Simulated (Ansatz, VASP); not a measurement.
## HPbNO4: VASP beside Ansatz

```xyz
7
Lattice="4.2041 0.0000 0.0000 2.0217 3.8395 0.0000 2.0469 1.2790 6.2813" Properties=species:S:1:pos:R:3 pbc="T T T"
H     6.4119    3.4218    3.9444
Pb    4.2925    4.6959    5.5497
N     2.2802    1.4940    1.8951
O     6.4140    3.5006    4.9249
O     2.3104    1.0037    0.7095
O     2.3185    0.7238    2.8804
O     2.2113    2.7408    2.0273
```

The cell was built by a generator and needn't be a form met in nature.

Alike in both runs: functional PBE; k mesh 7 × 7 × 5; occupations fermi-dirac, width 0.05 eV; no spin polarisation.

```csv
,VASP,Ansatz
version,VASP 6.6.1,Ansatz 0.2.0
potentials or method,"VASP PAW PBE potentials, release 64 (H, Pb_d, N, O)",Ansatz PAW
plane-wave cutoff (eV),520,420
valence electrons in the cell,44,44
task,optical spectrum,band structure
```

|  | VASP | Ansatz | Ansatz less VASP |
| --- | --- | --- | --- |
| gap on the k mesh at the Fermi level (eV) | 2.79 | 2.82 | +0.026 |
| least direct gap on the mesh (eV) | 2.81 | 2.84 | +0.027 |
| pressure (GPa) | 0.6 | 0.0 | -0.59 |
| largest component of the traceless stress (GPa) | 0.81 | 0.03 | -0.776 |
| rms of the force components (eV/Å) | 0.153 | 0.001 | -0.1515 |

Atom by atom the forces differ by 0.153 eV/Å (rms over components). One of these differences is far larger than is usual between the two programs; its cause wasn't traced. With one functional, cell and mesh, what is left measures potentials, basis and numerics.

Caveats: spin-orbit coupling is left out, which as a rule narrows the gap of such compounds by several tenths of an eV; the standard files for N, O and F lose accuracy on very short bonds (VASP); spectra need much finer meshes, so this one isn't converged (VASP); independent-particle spectra lack excitons (VASP); an odd mesh through Γ misses points on the zone boundary, where band edges often lie (VASP); the pressure holds a Pulay correction of +0.6 GPa for the finite cutoff (Ansatz).
